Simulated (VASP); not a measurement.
Method: r2SCAN meta-GGA, VASP's PBE PAW potentials (set 64) (plane waves; VASP 6.6.1).

Input for VASP

KPOINTS:
```
Automatic mesh
0
Gamma
9 9 9
0 0 0
```

POSCAR:
```
RhSb
1
    3.6530000000     0.0000000000     0.0000000000
    0.0000000000     3.6530000000     0.0000000000
    0.0000000000     0.0000000000     3.6530000000
Rh Sb
1 1
Direct
  0.0000000000   0.0000000000   0.0000000000
  0.5000000000   0.5000000000   0.5000000000
```

**INCAR**
```
SYSTEM  =  RhSb
PREC  =  Accurate; ENCUT  =  400; LREAL  =  .FALSE.
LASPH  =  .TRUE.
EDIFF  =  1E-6; NELM  =  100; ALGO  =  Normal
LMAXMIX  =  4; LMIXTAU  =  .TRUE.
ISMEAR  =  1; SIGMA  =  0.1
METAGGA  =  R2SCAN
IBRION  =  2; NSW  =  60; ISIF  =  3
EDIFFG  =  -0.01
LWAVE  =  .FALSE.; LCHARG  =  .FALSE.
```

POTCAR, in this order: Rh_pv Sb (PBE.64 set). Program: vasp_std.

Output of the run:

**OSZICAR**
```
...
DAV:  10    -0.487734480321E+02   -0.18628E+00   -0.64941E-02  1058   0.218E+00    0.250E-01
DAV:  11    -0.487954316102E+02   -0.21984E-01   -0.17220E-02  1100   0.812E-01    0.647E-02
DAV:  12    -0.488029551244E+02   -0.75235E-02   -0.56178E-03  1106   0.566E-01    0.428E-02
DAV:  13    -0.488028287171E+02    0.12641E-03   -0.13300E-03  1148   0.249E-01    0.543E-02
DAV:  14    -0.488023382412E+02    0.49048E-03   -0.18047E-04  1094   0.148E-01    0.267E-02
DAV:  15    -0.488030253160E+02   -0.68707E-03   -0.24932E-04  1106   0.115E-01    0.137E-02
DAV:  16    -0.488031191648E+02   -0.93849E-04   -0.36387E-05  1160   0.516E-02    0.642E-03
DAV:  17    -0.488031772364E+02   -0.58072E-04   -0.50266E-05  1106   0.521E-02    0.216E-03
DAV:  18    -0.488031779241E+02   -0.68776E-06   -0.28348E-06  1024   0.147E-02
   1 F= -.48803178E+02 E0= -.48804355E+02  d E =-.488032E+02
       N       E                     dE             d eps       ncg     rms          rms(c)
DAV:   1    -0.145308265418E+03   -0.96505E+02   -0.14988E+03   986   0.423E+02    0.113E+02
DAV:   2    -0.548219429829E+02    0.90486E+02   -0.40834E+02   994   0.242E+02    0.348E+01
DAV:   3    -0.515009868320E+02    0.33210E+01   -0.25401E+01  1052   0.624E+01    0.176E+01
DAV:   4    -0.492291215754E+02    0.22719E+01   -0.11079E+01  1040   0.370E+01    0.109E+01
DAV:   5    -0.492409256125E+02   -0.11804E-01   -0.15496E+00  1064   0.142E+01    0.516E+00
DAV:   6    -0.493054293355E+02   -0.64504E-01   -0.14486E-01  1124   0.429E+00    0.266E+00
DAV:   7    -0.492517051109E+02    0.53724E-01   -0.12329E-01  1022   0.434E+00    0.134E+00
DAV:   8    -0.493303417565E+02   -0.78637E-01   -0.82968E-02  1016   0.315E+00    0.164E-01
DAV:   9    -0.493310795123E+02   -0.73776E-03   -0.29798E-03  1136   0.453E-01    0.273E-01
DAV:  10    -0.493314498733E+02   -0.37036E-03   -0.29237E-04  1086   0.144E-01    0.141E-01
DAV:  11    -0.493315066010E+02   -0.56728E-04   -0.36495E-04  1046   0.205E-01    0.155E-02
DAV:  12    -0.493315713534E+02   -0.64752E-04   -0.46232E-05  1040   0.795E-02    0.865E-03
DAV:  13    -0.493315753369E+02   -0.39835E-05   -0.41971E-06  1130   0.247E-02    0.343E-03
DAV:  14    -0.493315758086E+02   -0.47166E-06   -0.32119E-07   538   0.739E-03
   2 F= -.49331576E+02 E0= -.49331429E+02  d E =-.528398E+00
       N       E                     dE             d eps       ncg     rms          rms(c)
DAV:   1    -0.664139038539E+02   -0.17082E+02   -0.25102E+02   992   0.226E+02    0.443E+01
DAV:   2    -0.519930972379E+02    0.14421E+02   -0.92441E+01   988   0.112E+02    0.209E+01
DAV:   3    -0.501798931714E+02    0.18132E+01   -0.89595E+00  1004   0.297E+01    0.148E+01
DAV:   4    -0.501268771171E+02    0.53016E-01   -0.29573E-01  1064   0.637E+00    0.124E+01
DAV:   5    -0.500518952454E+02    0.74982E-01   -0.11803E-01  1028   0.350E+00    0.297E+00
DAV:   6    -0.500585763838E+02   -0.66811E-02   -0.53009E-02  1124   0.198E+00    0.267E-01
DAV:   7    -0.500583679327E+02    0.20845E-03   -0.15450E-03  1090   0.324E-01    0.275E-01
DAV:   8    -0.500563514454E+02    0.20165E-02   -0.14870E-04  1148   0.141E-01    0.289E-01
DAV:   9    -0.500617854803E+02   -0.54340E-02   -0.94572E-04   998   0.393E-01    0.349E-01
DAV:  10    -0.500625179122E+02   -0.73243E-03   -0.27043E-04  1058   0.189E-01    0.369E-01
DAV:  11    -0.500626409713E+02   -0.12306E-03   -0.37341E-05  1148   0.664E-02    0.361E-01
DAV:  12    -0.500626588723E+02   -0.17901E-04   -0.63514E-05  1028   0.854E-02    0.310E-01
DAV:  13    -0.500626513298E+02    0.75425E-05   -0.51319E-06  1154   0.206E-02    0.278E-01
DAV:  14    -0.500626457159E+02    0.56139E-05   -0.41010E-06   998   0.178E-02    0.227E-01
DAV:  15    -0.500626342989E+02    0.11417E-04   -0.12712E-05   986   0.253E-02    0.125E-01
DAV:  16    -0.500626289157E+02    0.53833E-05   -0.52474E-06  1010   0.162E-02    0.642E-02
DAV:  17    -0.500626276156E+02    0.13001E-05   -0.13533E-06   772   0.882E-03    0.331E-02
DAV:  18    -0.500626269351E+02    0.68043E-06   -0.85142E-07   718   0.701E-03
   3 F= -.50062627E+02 E0= -.50061995E+02  d E =-.125945E+01
       N       E                     dE             d eps       ncg     rms          rms(c)
DAV:   1    -0.500983093622E+02   -0.35682E-01   -0.45628E-01   992   0.888E+00    0.140E+00
DAV:   2    -0.500775631666E+02    0.20746E-01   -0.26839E-01   998   0.587E+00    0.749E-01
DAV:   3    -0.500651141566E+02    0.12449E-01   -0.35458E-02  1004   0.217E+00    0.155E-01
DAV:   4    -0.500646042900E+02    0.50987E-03   -0.25628E-03  1058   0.317E-01    0.458E-02
DAV:   5    -0.500647387747E+02   -0.13448E-03   -0.52173E-04   998   0.228E-01    0.374E-02
DAV:   6    -0.500647591406E+02   -0.20366E-04   -0.18775E-04  1082   0.111E-01    0.224E-02
DAV:   7    -0.500648014206E+02   -0.42280E-04   -0.50433E-05  1058   0.656E-02    0.744E-03
DAV:   8    -0.500648044550E+02   -0.30344E-05   -0.94984E-06  1046   0.299E-02    0.256E-03
DAV:   9    -0.500648045306E+02   -0.75628E-07   -0.16341E-07   514   0.456E-03
   4 F= -.50064805E+02 E0= -.50064220E+02  d E =-.126163E+01
       N       E                     dE             d eps       ncg     rms          rms(c)
DAV:   1    -0.500860560829E+02   -0.21252E-01   -0.29248E-01   992   0.713E+00    0.111E+00
DAV:   2    -0.500722842193E+02    0.13772E-01   -0.16608E-01   998   0.464E+00    0.576E-01
DAV:   3    -0.500649694097E+02    0.73148E-02   -0.21259E-02   998   0.168E+00    0.123E-01
DAV:   4    -0.500646550105E+02    0.31440E-03   -0.15111E-03  1058   0.246E-01    0.339E-02
DAV:   5    -0.500647398997E+02   -0.84889E-04   -0.30447E-04   998   0.172E-01    0.286E-02
DAV:   6    -0.500647528449E+02   -0.12945E-04   -0.11676E-04  1088   0.878E-02    0.173E-02
DAV:   7    -0.500647801228E+02   -0.27278E-04   -0.30363E-05  1076   0.510E-02    0.540E-03
DAV:   8    -0.500647816097E+02   -0.14869E-05   -0.56685E-06  1052   0.231E-02    0.179E-03
DAV:   9    -0.500647817317E+02   -0.12202E-06   -0.11285E-07   496   0.395E-03
   5 F= -.50064782E+02 E0= -.50064256E+02  d E =-.126160E+01
       N       E                     dE             d eps       ncg     rms          rms(c)
DAV:   1    -0.500984369331E+02   -0.33655E-01   -0.46446E-01   992   0.903E+00    0.136E+00
DAV:   2    -0.500760919952E+02    0.22345E-01   -0.25705E-01   992   0.583E+00    0.723E-01
DAV:   3    -0.500648422730E+02    0.11250E-01   -0.34232E-02   992   0.207E+00    0.169E-01
DAV:   4    -0.500643976064E+02    0.44467E-03   -0.19495E-03  1040   0.299E-01    0.367E-02
DAV:   5    -0.500644817355E+02   -0.84129E-04   -0.40300E-04  1004   0.194E-01    0.311E-02
DAV:   6    -0.500645320795E+02   -0.50344E-04   -0.16375E-04  1088   0.104E-01    0.182E-02
DAV:   7    -0.500645481761E+02   -0.16097E-04   -0.24354E-05  1040   0.485E-02    0.374E-03
DAV:   8    -0.500645501835E+02   -0.20074E-05   -0.65865E-06  1064   0.245E-02    0.143E-03
DAV:   9    -0.500645515146E+02   -0.13311E-05   -0.72227E-07   616   0.946E-03    0.907E-04
DAV:  10    -0.500645517096E+02   -0.19501E-06   -0.62357E-08   508   0.279E-03
   6 F= -.50064552E+02 E0= -.50063955E+02  d E =0.230022E-03
       N       E                     dE             d eps       ncg     rms          rms(c)
DAV:   1    -0.500769844060E+02   -0.12433E-01   -0.16485E-01   992   0.535E+00    0.827E-01
DAV:   2    -0.500691315333E+02    0.78529E-02   -0.92890E-02   998   0.347E+00    0.428E-01
DAV:   3    -0.500650944309E+02    0.40371E-02   -0.11869E-02   998   0.125E+00    0.925E-02
DAV:   4    -0.500649214378E+02    0.17299E-03   -0.81363E-04  1052   0.182E-01    0.242E-02
DAV:   5    -0.500649687905E+02   -0.47353E-04   -0.16227E-04   998   0.124E-01    0.208E-02
DAV:   6    -0.500649766565E+02   -0.78660E-05   -0.65185E-05  1082   0.654E-02    0.126E-02
DAV:   7    -0.500649922848E+02   -0.15628E-04   -0.16286E-05  1058   0.374E-02    0.370E-03
DAV:   8    -0.500649928532E+02   -0.56834E-06   -0.30341E-06  1036   0.169E-02
   7 F= -.50064993E+02 E0= -.50064435E+02  d E =-.211121E-03
```

**OUTCAR**
```
------------------------ aborting loop because EDIFF is reached ----------------------------------------
  FORCE on cell =-STRESS in cart. coord.  units (eV):
  Direction    XX          YY          ZZ          XY          YZ          ZX
  --------------------------------------------------------------------------------------
  Total        0.0039706      0.0039706      0.0039706     -0.0000000     -0.0000000     -0.0000000
  in kB        0.1805829      0.1805829      0.1805829     -0.0000000     -0.0000000     -0.0000000
  external PRESSURE =       0.1805829 kB  Pullay stress =       0.0000000 kB
  volume of cell :       35.23
      direct lattice vectors                 reciprocal lattice vectors
     3.278158637 -0.000000000  0.000000000     0.305049301  0.000000000  0.000000000
    -0.000000000  3.278158637 -0.000000000     0.000000000  0.305049301  0.000000000
    -0.000000000 -0.000000000  3.278158637    -0.000000000  0.000000000  0.305049301
 POSITION                                       TOTAL-FORCE (eV/Angst)
 -----------------------------------------------------------------------------------
      0.00000     -0.00000      0.00000         0.000000     -0.000000      0.000000
      1.63908      1.63908      1.63908        -0.000000      0.000000      0.000000
 -----------------------------------------------------------------------------------
    total drift:                                0.000000      0.000000      0.000000
  FREE ENERGIE OF THE ION-ELECTRON SYSTEM (eV)
  ---------------------------------------------------
  free  energy   TOTEN  =       -50.0649928532 eV

  energy  without entropy=      -50.0633184130  energy(sigma->0) =      -50.06443471

 reached required accuracy - stopping structural energy minimisation
```
(Selected blocks of OUTCAR.)

**CONTCAR**
```
RhSb
   1.00000000000000
     3.2781586367071771   -0.0000000000000000    0.0000000000000000
    -0.0000000000000000    3.2781586367071771   -0.0000000000000000
    -0.0000000000000000   -0.0000000000000000    3.2781586367071771
  Rh              Sb
     1     1
Direct
     0.0000000000000000    0.0000000000000000    0.0000000000000000
     0.5000000000000000    0.5000000000000000    0.5000000000000000
```

OUTCAR:
```
 val. band max:       11.5153476558   @ k =   0.2222   0.2222   0.0000

 cond. band min:      11.5565760878   @ k =   0.3333   0.2222   0.2222


 Fermi energy:        11.5416647420

 k-point     1 :       0.0000    0.0000    0.0000
  band No.  band energies     occupation
      1     -35.8460      2.00000
      2     -35.8460      2.00000
      3     -35.8460      2.00000
      4      -2.1569      2.00000
      5       7.8488      2.00000
      6       7.8488      2.00000
      7      10.0946      2.00000
      8      10.0946      2.00000
      9      10.0946      2.00000
     10      12.5826     -0.00000
     11      12.5826     -0.00000
     12      12.5826     -0.00000
     13      18.1041      0.00000
     14      20.0932      0.00000

 k-point     2 :       0.1111    0.0000    0.0000
  band No.  band energies     occupation
      1     -35.8525      2.00000
      2     -35.8453      2.00000
      3     -35.8453      2.00000
      4      -1.9713      2.00000
      5       7.7058      2.00000
      6       7.8893      2.00000
      7       9.7343      2.00000
      8       9.7343      2.00000
      9      10.0975      2.00000
     10      11.7096     -0.03892
     11      13.1455     -0.00000
     12      13.1455     -0.00000
     13      18.7001      0.00000
     14      19.8786      0.00000

 k-point     3 :       0.2222    0.0000    0.0000
  band No.  band energies     occupation
      1     -35.8689      2.00000
      2     -35.8436      2.00000
      3     -35.8436      2.00000
      4      -1.4297      2.00000
      5       6.8782      2.00000
      6       7.9951      2.00000
      7       9.1215      2.00000
      8       9.1215      2.00000
      9      10.1050      2.00000
     10      10.8020      2.00000
     11      14.3664      0.00000
     12      14.3664      0.00000
     13      19.1121      0.00000
     14      19.3532      0.00000

 k-point     4 :       0.3333    0.0000    0.0000
  band No.  band energies     occupation
...
```

Energy and stress use the plane-wave basis of the starting cell. Unless said otherwise, spin-orbit coupling is left out, though it shifts the bands of the heavy elements here.

The structure was generated: RhSb was put into the CsCl type type (Pm-3m), which need not be its known phase. This run relaxes it. Symmetry was kept, so distortions that lower it aren't found.
